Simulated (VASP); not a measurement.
All values below come from r2SCAN meta-GGA, VASP's PBE PAW potentials (set 64) (plane waves; VASP).

Input for VASP

INCAR:
```
ALGO=Normal
EDIFF=1E-6
EDIFFG=-0.02
ENCUT=620
IBRION=2
ISIF=3
ISMEAR=0
LASPH=T
LCHARG=F
LMAXMIX=4
LMIXTAU=T
LREAL=F
LWAVE=F
METAGGA=R2SCAN
NELM=100
NSW=40
PREC=Accurate
PSTRESS=100
SIGMA=0.05
SYSTEM=TiO2
```

### KPOINTS
```
K-points
0
G
 5 5 8
```

### POSCAR
```
TiO2
1
    4.5289652809     0.0000000000     0.0000000000
   -0.0000000000     4.5289652809     0.0000000000
    0.0000000000     0.0000000000     2.9358008473
Ti O
2 4
Direct
  0.0000000000   0.0000000000   1.0000000000
  0.5000000000   0.5000000000   0.5000000000
  0.3033200866   0.3033200866   0.0000000000
  0.8033200866   0.1966799134   0.5000000000
  0.1966799134   0.8033200866   0.5000000000
  0.6966799134   0.6966799134   1.0000000000
```

POTCAR, in this order: Ti_sv O (PBE.64 set). Program: vasp_std.

What VASP printed:

**OSZICAR**
```
       N       E                     dE             d eps       ncg     rms          rms(c)
DAV:   1     0.726572246887E+03    0.72657E+03   -0.27958E+04  1680   0.233E+03
DAV:   2     0.349985833881E+02   -0.69157E+03   -0.67083E+03  1764   0.644E+02
DAV:   3    -0.950394528875E+02   -0.13004E+03   -0.12528E+03  2668   0.237E+02
DAV:   4    -0.101352240292E+03   -0.63128E+01   -0.63049E+01  2292   0.550E+01
DAV:   5    -0.101616064801E+03   -0.26382E+00   -0.26376E+00  2420   0.973E+00    0.343E+01
DAV:   6    -0.719176956458E+02    0.29698E+02   -0.81467E+01  2076   0.112E+02    0.943E+00
DAV:   7    -0.686707213147E+02    0.32470E+01   -0.50838E+00  2248   0.168E+01    0.549E+00
DAV:   8    -0.742926618087E+02   -0.56219E+01   -0.22963E+00  1964   0.135E+01    0.267E+00
DAV:   9    -0.689480191695E+02    0.53446E+01   -0.14106E+00  1748   0.108E+01    0.103E+00
DAV:  10    -0.695438354524E+02   -0.59582E+00   -0.28006E-01  2104   0.463E+00    0.668E-01
DAV:  11    -0.695454505451E+02   -0.16151E-02   -0.11373E-02  2424   0.911E-01    0.943E-01
DAV:  12    -0.697271204806E+02   -0.18167E+00   -0.82737E-02  1796   0.272E+00    0.273E-01
DAV:  13    -0.697278754952E+02   -0.75501E-03   -0.64544E-03  2264   0.788E-01    0.122E-01
DAV:  14    -0.697299757318E+02   -0.21002E-02   -0.11069E-03  2260   0.279E-01    0.748E-02
DAV:  15    -0.697273264375E+02    0.26493E-02   -0.18844E-03  2004   0.412E-01    0.520E-02
DAV:  16    -0.697301696844E+02   -0.28432E-02   -0.94894E-04  1832   0.301E-01    0.623E-03
DAV:  17    -0.697304003765E+02   -0.23069E-03   -0.10431E-04  1896   0.109E-01    0.826E-03
DAV:  18    -0.697303992667E+02    0.11098E-05   -0.33952E-06  1824   0.184E-02    0.234E-03
DAV:  19    -0.697303976799E+02    0.15869E-05   -0.13983E-06  1160   0.125E-02    0.148E-03
DAV:  20    -0.697303995366E+02   -0.18567E-05   -0.72638E-07  1116   0.849E-03    0.169E-03
DAV:  21    -0.697303994547E+02    0.81911E-07   -0.21283E-07  1080   0.563E-03
   1 F= -.65971904E+02 E0= -.65971904E+02  d E =-.659719E+02
```

### OUTCAR
```
------------------------ aborting loop because EDIFF is reached ----------------------------------------
  FORCE on cell =-STRESS in cart. coord.  units (eV):
  Direction    XX          YY          ZZ          XY          YZ          ZX
  --------------------------------------------------------------------------------------
  Total        3.7440250      3.7440250      3.7987961     -0.0000000      0.0000000      0.0000000
  in kB       99.6150012     99.6150012    101.0722637     -0.0000000      0.0000000      0.0000000
  external PRESSURE =       0.1007554 kB  Pullay stress =     100.0000000 kB
  volume of cell :       60.22
      direct lattice vectors                 reciprocal lattice vectors
     4.528965281  0.000000000  0.000000000     0.220800986  0.000000000  0.000000000
     0.000000000  4.528965281  0.000000000     0.000000000  0.220800986  0.000000000
     0.000000000  0.000000000  2.935800847     0.000000000  0.000000000  0.340622560
 POSITION                                       TOTAL-FORCE (eV/Angst)
 -----------------------------------------------------------------------------------
      0.00000      0.00000      0.00000         0.000000      0.000000     -0.000000
      2.26448      2.26448      1.46790         0.000000      0.000000     -0.000000
      1.37373      1.37373      0.00000         0.004687      0.004687      0.000000
      3.63821      0.89076      1.46790         0.004687     -0.004687     -0.000000
      0.89076      3.63821      1.46790        -0.004687      0.004687      0.000000
      3.15524      3.15524      0.00000        -0.004687     -0.004687     -0.000000
 -----------------------------------------------------------------------------------
    total drift:                               -0.000000     -0.000000     -0.000000
  FREE ENERGIE OF THE ION-ELECTRON SYSTEM (eV)
  ---------------------------------------------------
  free  energy   TOTEN  =       -69.7303994547 eV

  energy  without entropy=      -69.7303994547  energy(sigma->0) =      -69.73039945
  enthalpy is  TOTEN    =       -65.9719043245 eV   P V=        3.7584951301

 reached required accuracy - stopping structural energy minimisation
```
(Selected blocks of OUTCAR.)

File OUTCAR:
```
 val. band max:        4.9664874104   @ k =   0.0000   0.0000   0.0000

 cond. band min:       7.2332912458   @ k =   0.0000   0.0000   0.0000


 Fermi energy:         5.2291920270

 k-point     1 :       0.0000    0.0000    0.0000
  band No.  band energies     occupation
      1     -54.0957      2.00000
      2     -54.0736      2.00000
      3     -29.4036      2.00000
      4     -29.4036      2.00000
      5     -29.1976      2.00000
      6     -29.1976      2.00000
      7     -29.1566      2.00000
      8     -29.1144      2.00000
      9     -14.4652      2.00000
     10     -13.2855      2.00000
     11     -12.4389      2.00000
     12     -12.4389      2.00000
     13      -1.0885      2.00000
     14      -0.7839      2.00000
     15      -0.3356      2.00000
     16       0.8322      2.00000
     17       0.8322      2.00000
     18       2.2455      2.00000
     19       2.2455      2.00000
     20       2.7670      2.00000
     21       4.1570      2.00000
     22       4.4438      2.00000
     23       4.4438      2.00000
     24       4.9665      2.00000
     25       7.2333      0.00000
     26       7.5592      0.00000
     27       7.7881      0.00000
     28       7.9101      0.00000

 k-point     2 :       0.2000    0.0000    0.0000
  band No.  band energies     occupation
      1     -54.0936      2.00000
      2     -54.0757      2.00000
      3     -29.3869      2.00000
      4     -29.3853      2.00000
      5     -29.2179      2.00000
      6     -29.2162      2.00000
      7     -29.1526      2.00000
      8     -29.1184      2.00000
      9     -14.3130      2.00000
     10     -13.2754      2.00000
     11     -12.5956      2.00000
     12     -12.5061      2.00000
     13      -0.8192      2.00000
     14      -0.5928      2.00000
     15      -0.0489      2.00000
     16       0.8496      2.00000
     17       0.8616      2.00000
     18       1.9795      2.00000
     19       2.1594      2.00000
     20       2.7930      2.00000
...
```

The compound is TiO2 in the rutile structure. It was relaxed first under an external pressure of 10 GPa.
